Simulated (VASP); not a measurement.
Consider the following.

```
SrO
1.0
    0.00000     2.56698     2.56698
    2.56698     0.00000     2.56698
    2.56698     2.56698     0.00000
Sr O
1 1
Direct
  0.00000   0.00000   0.00000
  0.50000   0.50000   0.50000
```

Computed with PBEsol GGA, VASP's PBE PAW potentials (set 64) (plane waves; VASP). Settings: 620 eV cut-off, 9×9×9 Γ-centred mesh, Gaussian smearing of 0.050 eV, potentials Sr_sv O.

**Question.** What does the run give for the energy per atom (σ→0)?

**Answer.** 
| Item | Result |
|---|---|
| energy per atom (σ→0) | -609.9 kJ/mol-atom |

Total energies compare only between runs with the same potentials, cut-off and functional.

The compound is SrO in the rock salt structure. It was relaxed first.
